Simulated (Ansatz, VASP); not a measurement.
# HfC: VASP beside Ansatz, part 2 of 2

Aim: how closely do two programs agree when they are given the same cell, functional and k mesh? The cell is taken from a series of runs on this material, whose earlier steps may have relaxed, scaled, displaced or heated it; both programs get it as it stands.

VASP 6.6.1 and Ansatz 0.2.0.

So far: The structure; VASP: zone-centre phonons, LDA, pair 1; Ansatz: zone-centre phonons, LDA, pair 1; Side by side.

## Step 5: Ansatz: zone-centre phonons, LDA, pair 2

Level of this step: Ansatz beside VASP: Kohn-Sham DFT, plane waves, LDA (Ansatz).

Second derivatives magnify differences that forces hide, and they need a tight electronic threshold. The cell compared in this pair holds 21.99 Å³, against 21.51 Å³ for the pair before.

The cell is taken from a series of runs on this material, whose earlier steps may have relaxed, scaled, displaced or heated it; both programs get it as it stands.

input.yaml reads:

```yaml
crystal:
  lattice:
    - [0.0, 2.223700434, 2.223700434]
    - [2.223700434, 0.0, 2.223700434]
    - [2.223700434, 2.223700434, 0.0]
  atoms:
    - { symbol: C, position: [0.0, 0.0, 0.0] }
    - { symbol: Hf, position: [0.5, 0.5, 0.5] }
kpoints:
  mp_grid: { grid: [16, 16, 16] }
hamiltonian:
  xc: lda
  pseudopotentials: { kind: paw, azcp: { folder: soft_1 }, xc_functional: pbe }
scf:
  occupations: { method: methfessel_paxton, width: 0.2 }
output:
  eigenvalues: true
phonons:
  method: dfpt
```

Started as:

```console
$ ansatz run input.yaml --threads 4 --pin off --max-ram 10240MiB --backend cpu --events-out ev --progress --plain --runs-dir out
```

Numbers of over 12 decimals in the logs are rounded to 6 here.

Output:

```text
[...]
Crystal: 2 atoms, lattice volume = 21.992 Å³
Basis set: ecut = 420 eV, 411 PW (Γ), exchange–correlation on 48×48×48 points (8 copies of the dense FFT grid, shifted against one another)
Bands: 19, of which v1, the nominal top of the filled ones, is band 15 counted from 1 (14 counted from 0)
Symmetry: 48 space group operations
k-points: 349 of 4096 (irreducible under 8 space group operations, time reversal used)
[...]
k-point 2: bands = [... 11 lower, 10.6427, 20.2228, 20.6914, 20.6914, 23.0401, 23.0401, 23.5877, 26.6225]
  k-point 348: bands = [... 11 lower, 11.4167, 17.7747, 18.3076, 18.3076, 25.0997, 25.0997, 28.7912, 29.3638]
[...]
ASR residual: 2.787e-5 → 0.000e0 eV/Å²; symmetrization residual: 4.766e-7 eV/Å²
  ASR residual per site (eV/Å²): 2.79e-5 1.05e-5
  Γ frequencies (cm⁻¹): 0.00 0.00 0.00 543.40 543.40 543.40
[...]
[key lines of the parts left out:]
SCF converged after 11 iterations
Free energy (F): -15722.369031 eV
Fermi energy:    21.115815 eV
```

## Step 6: VASP: zone-centre phonons, LDA, pair 2

The same cell, functional (in two slightly different forms), mesh and smearing now go to VASP, with its own data sets.

INCAR reads:

```
SYSTEM = HfC
PREC = Accurate
ENCUT = 600
EDIFF = 1E-08
NELM = 120
ISMEAR = 1
SIGMA = 0.2
LREAL = .FALSE.
ALGO = Normal
GGA = CA
NBANDS = 13
LASPH = .TRUE.
LORBIT = 11
LWAVE = .FALSE.
LCHARG = .FALSE.
ISIF = 2
IBRION = 8
GGA_COMPAT = .FALSE.
KPAR = 2
```

POSCAR reads:

```
HfC
1.0
    0.0000000000      2.2237004340      2.2237004340
    2.2237004340      0.0000000000      2.2237004340
    2.2237004340      2.2237004340      0.0000000000
C Hf
1 1
Direct
    0.0000000000      0.0000000000      0.0000000000
    0.5000000000      0.5000000000      0.5000000000
```

KPOINTS reads:

```
Automatic mesh
0
Gamma
16 16 16
0 0 0
```

PAW data sets: C and Hf_pv (LDA family, release 64).

Started as:

```console
$ mpirun -np 2 vasp_std
```

Output:

```text
[... set-up lines as in an earlier step ...]
 entering main loop
       N       E                     dE             d eps       ncg     rms          rms(c)
DAV:   1     0.244266492255E+02    0.24427E+02   -0.86561E+03  3778   0.120E+03
DAV:   2    -0.241645477209E+02   -0.48591E+02   -0.45641E+02  4831   0.223E+02
DAV:   3    -0.258060931304E+02   -0.16415E+01   -0.16344E+01  4665   0.295E+01
DAV:   4    -0.258137422640E+02   -0.76491E-02   -0.76484E-02  4230   0.244E+00
[...]
DAV:  12    -0.227396187514E+02    0.41194E-06   -0.10991E-06  4613   0.929E-03    0.830E-03
DAV:  13    -0.227396186529E+02    0.98496E-07   -0.27495E-07  4578   0.325E-03    0.462E-04
DAV:  14    -0.227396186559E+02   -0.30609E-08   -0.59395E-09  3027   0.652E-04
   1 F= -.22739619E+02 E0= -.22739497E+02  d E =-.365132E-03
 Linear response reoptimize wavefunctions to high precision
DAV:   1    -0.227396186561E+02   -0.21373E-09   -0.13447E-09  3290   0.323E-04
DAV:   2    -0.227396186561E+02    0.36380E-11   -0.16844E-10  2650   0.111E-04
 Linear response DOF=           2
 Linear response progress:
[...]
RMM:   8    -0.121737508013E+00   -0.24827E-05   -0.85938E-09 16801   0.544E-04    0.123E-04
RMM:   9    -0.121737318521E+00    0.18949E-06   -0.27591E-09 17172   0.901E-05    0.179E-04
RMM:  10    -0.121737322446E+00   -0.39252E-08   -0.17442E-08 17242   0.262E-05    0.122E-04
 first order change of Fermi-energy   0.48033E-03
 force on displaced ion       1 direction 1 : -12.181   0.000   0.000
 Linear response progress:
  Degree of freedom:   2/  2
       N       E                     dE             d eps       ncg     rms          rms(c)
RMM:   1    -0.210324055599E+00   -0.21032E+00    0.38504E+00 10265   0.117E+01
RMM:   2    -0.203982978917E+00    0.63411E-02   -0.28816E-02 14053   0.123E+00    0.569E-01
RMM:   3    -0.203325045204E+00    0.65793E-03   -0.83455E-04 17065   0.142E-01    0.258E-01
RMM:   4    -0.202834067882E+00    0.49098E-03   -0.74751E-05 18304   0.508E-02    0.137E-01
[...]
RMM:  13    -0.202493911497E+00   -0.63564E-09   -0.19608E-07 18638   0.318E-05    0.134E-05
RMM:  14    -0.202493914493E+00   -0.29956E-08   -0.13017E-07 15786   0.286E-05    0.956E-06
RMM:  15    -0.202493917297E+00   -0.28036E-08   -0.34470E-08 15175   0.272E-05    0.399E-06
 first order change of Fermi-energy   0.36530E-04
 force on displaced ion       2 direction 1 : -12.179   0.000   0.000
 Linear response finished
```

OUTCAR, selected parts (step 6):

```text
  Total        3.7095120      3.7095120      3.7095120      0.0000000      0.0000000      0.0000000
  in kB      270.2517582    270.2517582    270.2517582      0.0000000      0.0000000      0.0000000
  external PRESSURE =     270.2517582 kB  Pullay stress =       0.0000000 kB

 POSITION                                       TOTAL-FORCE (eV/Angst)
 -----------------------------------------------------------------------------------
      0.00000      0.00000      0.00000         0.000000     -0.000000     -0.000000
      2.22370      2.22370      2.22370        -0.000000      0.000000      0.000000
 -----------------------------------------------------------------------------------
    total drift:                                0.000000      0.000000      0.000000

[... 1 part as in an earlier step ...]

[... 1 further part left out ...]
```

## Step 7: Differences

What differs besides the data sets and the points named for the pairs above, as far as they apply: the data sets hold 30 valence electrons in Ansatz (on its PAW soft_1 files) and 14 in VASP. Total energies have different zeros and are not compared.

Compared:

```csv
quantity,Ansatz,VASP,difference
optical mode 1 to 3 (cm⁻¹),543.4,542.5,+0.16 %
```

Modes are paired by rising frequency, not by their patterns, so a pair may set unlike modes beside each other; they are those without the splitting of longitudinal modes.

## Step 8: Summary of results

```json
{"r.m.s. difference of the optical zone-centre modes, each program's sorted by frequency (zone-centre phonons, LDA, pair 1)": "0.45 cm⁻¹", "r.m.s. difference of the optical zone-centre modes, each program's sorted by frequency (zone-centre phonons, LDA, pair 2)": "0.87 cm⁻¹"}
```

**Reading.** The r.m.s. difference of the optical zone-centre modes, each program's sorted by frequency is 0.45 cm⁻¹ (zone-centre phonons, LDA, pair 1). The data sets hold unlike numbers of valence electrons (30 in Ansatz and 14 in VASP), so part of the differences comes from the potentials. Such differences can come from data sets, numerical settings and the points named under the comparisons, not from the functional's error against experiment.

[Lines on the potential files, build, host, timing and source positions are cut from VASP's logs without a mark.]

[Logs are printed without paths, hosts, clocks, repeated set-up lines and the standing remarks that a program may print on its own settings, such as how far it seeks lower states.]

[Hosts, paths, dates, database ids (printed as entryN), source tags and the programs' standing remarks are cut or masked in the printed files.]
